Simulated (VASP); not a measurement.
These are PBE GGA, VASP's PBE PAW potentials (set 64) (plane waves; VASP 6.6.1) values and carry that method's errors.

Input for VASP

### INCAR
```
SYSTEM = InSb
PREC = Accurate
ENCUT = 350
EDIFF = 1E-6
NELM = 100
ALGO = Normal
LREAL = .FALSE.
LASPH = .TRUE.
ISMEAR = 0
SIGMA = 0.05
GGA = PE
LMAXMIX = 4
LWAVE = .FALSE.
LCHARG = .TRUE.
```

### KPOINTS
```
Regular mesh
0
gamma
 6 6 6
0 0 0
```

**POSCAR**
```
InSb
1
    0.0000000000     3.3121394879     3.3121394879
    3.3121394879     0.0000000000     3.3121394879
    3.3121394879     3.3121394879     0.0000000000
In Sb
1 1
Direct
  0.0000000000   0.0000000000   0.0000000000
  0.2500000000   0.2500000000   0.2500000000
```

POTCAR, in this order: In_d Sb (PBE.64 set). Program: vasp_std.

The run wrote:

File OSZICAR:
```
       N       E                     dE             d eps       ncg     rms          rms(c)
DAV:   1     0.994919096505E+02    0.99492E+02   -0.65213E+03   416   0.102E+03
DAV:   2    -0.757406306555E+00   -0.10025E+03   -0.98518E+02   441   0.268E+02
DAV:   3    -0.687611343000E+01   -0.61187E+01   -0.60190E+01   556   0.770E+01
DAV:   4    -0.702586471651E+01   -0.14975E+00   -0.14970E+00   520   0.145E+01
DAV:   5    -0.703082894165E+01   -0.49642E-02   -0.49641E-02   556   0.203E+00    0.375E+00
DAV:   6    -0.693931542022E+01    0.91514E-01   -0.17642E-01   572   0.677E+00    0.219E+00
DAV:   7    -0.692845376462E+01    0.10862E-01   -0.69449E-02   532   0.269E+00    0.613E-01
DAV:   8    -0.692968188079E+01   -0.12281E-02   -0.76995E-03   550   0.114E+00    0.221E-01
DAV:   9    -0.693030133027E+01   -0.61945E-03   -0.83291E-04   474   0.287E-01    0.746E-02
DAV:  10    -0.693040271933E+01   -0.10139E-03   -0.74427E-05   506   0.648E-02    0.272E-02
DAV:  11    -0.693045074566E+01   -0.48026E-04   -0.81719E-05   441   0.658E-02    0.162E-02
DAV:  12    -0.693045135641E+01   -0.61075E-06   -0.83308E-07   374   0.778E-03
   1 F= -.69304514E+01 E0= -.69302728E+01  d E =-.357089E-03
```

File OUTCAR:
```
------------------------ aborting loop because EDIFF is reached ----------------------------------------
  FORCE on cell =-STRESS in cart. coord.  units (eV):
  Direction    XX          YY          ZZ          XY          YZ          ZX
  --------------------------------------------------------------------------------------
  Total        0.0210869      0.0210869      0.0210869      0.0000000      0.0000000      0.0000000
  in kB        0.4649089      0.4649089      0.4649089      0.0000000      0.0000000      0.0000000
  external PRESSURE =       0.4649089 kB  Pullay stress =       0.0000000 kB
  volume of cell :       72.67
      direct lattice vectors                 reciprocal lattice vectors
     0.000000000  3.312139488  3.312139488    -0.150959826  0.150959826  0.150959826
     3.312139488  0.000000000  3.312139488     0.150959826 -0.150959826  0.150959826
     3.312139488  3.312139488  0.000000000     0.150959826  0.150959826 -0.150959826
  FREE ENERGIE OF THE ION-ELECTRON SYSTEM (eV)
  ---------------------------------------------------
  free  energy   TOTEN  =        -6.9304513564 eV

  energy  without entropy=       -6.9300942677  energy(sigma->0) =       -6.93027281
```
(Selected blocks of OUTCAR.)

The compound is InSb in the zinc blende structure. It was relaxed first, which changed the volume by +7 %.
